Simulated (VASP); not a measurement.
Input:

```
ZrS2
1.0
    1.82437    -3.15989     0.00000
    1.82437     3.15989     0.00000
    0.00000     0.00000     7.24364
Zr S
1 2
Cartesian
  0.00000   0.00000   0.00000
  1.82437   1.05330   1.41578
  1.82437  -1.05330   5.82786
```

Calculation: RPBE GGA, VASP's PBE PAW potentials (set 64) (plane waves; VASP). Numerical set-up: 520 eV cut-off, 7×7×3 Γ-centred mesh, Gaussian smearing of 0.050 eV, potentials Zr_sv S.

Without a dispersion term in the relaxation, distances and binding between the weakly bound layers, chains or molecules are unreliable, and so is what depends on them.

The ions and cell shape at fixed volume are relaxed. Give the cell that the relaxation ends in.

```
ZrS2
1.0
    1.85611    -3.21488     0.00000
    1.85611     3.21488     0.00000
    0.00000     0.00000     6.99799
Zr S
1 2
Cartesian
  0.00000   0.00000   0.00000
  1.85611   1.07163   1.45076
  1.85611  -1.07163   5.54723
```
Space group P-3m1 (164), at a tolerance of 0.03 Å.

How much energy does the relaxation gain?

The energy (σ→0) changes by -22.7 meV/atom, in 7 ionic steps.

The compound is ZrS2 in the 1T layered structure. This cell is one point of a volume scan, at 0.94 of the reference volume. Symmetry was kept, so distortions that lower it aren't found.
